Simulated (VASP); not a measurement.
Output of a VASP run:

OSZICAR:
```
       N       E                     dE             d eps       ncg     rms          rms(c)
DAV:   1     0.120177376843E+01    0.12018E+01   -0.34400E+03   576   0.588E+02
DAV:   2    -0.144428130379E+01   -0.26461E+01   -0.25452E+01   704   0.371E+01
DAV:   3    -0.146114407461E+01   -0.16863E-01   -0.16821E-01   848   0.339E+00
DAV:   4    -0.146117058548E+01   -0.26511E-04   -0.26509E-04   720   0.887E-02
DAV:   5    -0.146117059653E+01   -0.11052E-07   -0.11061E-07   816   0.252E-03    0.808E+00
DAV:   6    -0.146990462358E+01   -0.87340E-02   -0.10826E-03   656   0.304E-01    0.484E+00
DAV:   7    -0.147496621851E+01   -0.50616E-02   -0.23218E-03   664   0.470E-01    0.487E-02
DAV:   8    -0.147497255310E+01   -0.63346E-05   -0.49016E-05   648   0.678E-02    0.154E-02
DAV:   9    -0.147497485069E+01   -0.22976E-05   -0.64495E-06   760   0.246E-02    0.322E-03
DAV:  10    -0.147497391655E+01    0.93414E-06   -0.19796E-06   616   0.112E-02
   1 F= -.14749739E+01 E0= -.14597630E+01  d E =-.304218E-01
```

File OUTCAR:
```
------------------------ aborting loop because EDIFF is reached ----------------------------------------
  FORCE on cell =-STRESS in cart. coord.  units (eV):
  Direction    XX          YY          ZZ          XY          YZ          ZX
  --------------------------------------------------------------------------------------
  Total        0.1165569      0.1165569      0.1165569     -0.0000000      0.0000000     -0.0000000
  in kB        4.7728350      4.7728350      4.7728350     -0.0000000      0.0000000     -0.0000000
  external PRESSURE =       4.7728350 kB  Pullay stress =       0.0000000 kB
  volume of cell :       39.13
      direct lattice vectors                 reciprocal lattice vectors
     0.000000000  2.694516000  2.694516000    -0.185562082  0.185562082  0.185562082
     2.694516000  0.000000000  2.694516000     0.185562082 -0.185562082  0.185562082
     2.694516000  2.694516000  0.000000000     0.185562082  0.185562082 -0.185562082
 POSITION                                       TOTAL-FORCE (eV/Angst)
 -----------------------------------------------------------------------------------
      0.00000      0.00000      0.00000         0.000000     -0.000000     -0.000000
 -----------------------------------------------------------------------------------
    total drift:                                0.000000      0.000000     -0.000000
  FREE ENERGIE OF THE ION-ELECTRON SYSTEM (eV)
  ---------------------------------------------------
  free  energy   TOTEN  =        -1.4749739165 eV

  energy  without entropy=       -1.4445521331  energy(sigma->0) =       -1.45976302
```
(Selected blocks of OUTCAR.)

### POSCAR
```
Yb
1
    0.0000000000     2.6945160000     2.6945160000
    2.6945160000     0.0000000000     2.6945160000
    2.6945160000     2.6945160000     0.0000000000
Yb
1
Direct
  0.0000000000   0.0000000000   0.0000000000
```

### Question
Write an INCAR and KPOINTS that could have produced this output.

### Answer
Several could match; the one computed here: the input of the run itself, PBE GGA, plane waves, VASP's PBE PAW potentials (set 64).

KPOINTS:
```
Automatic mesh
0
Gamma
9 9 9
0 0 0
```

INCAR:
```
LASPH = T
EDIFF = 1E-6   ! SCF stop (eV)
LWAVE = F
ISMEAR = -1
LCHARG = F
ALGO = Normal
ISIF = 2   ! forces and stress, cell fixed
GGA = PE   ! PBE
LREAL = F
SYSTEM = Yb
LMAXMIX = 6   ! l cut-off of mixed one-centre charges
ENCUT = 300
SIGMA = 0.1   ! width (eV)
PREC = Accurate
NELM = 100
```

POTCAR, in this order: Yb_2 (PBE.64 set). Program: vasp_std.

The 4f electrons are frozen in the core of the lanthanide potential, so 4f levels, which can set the real gap, and their magnetism are missing. At this cut-off the stress carries a Pulay error, which pulls relaxed volumes low.

The structure is a typed Yb crystal (Fm-3m). The cell was not relaxed at this level.
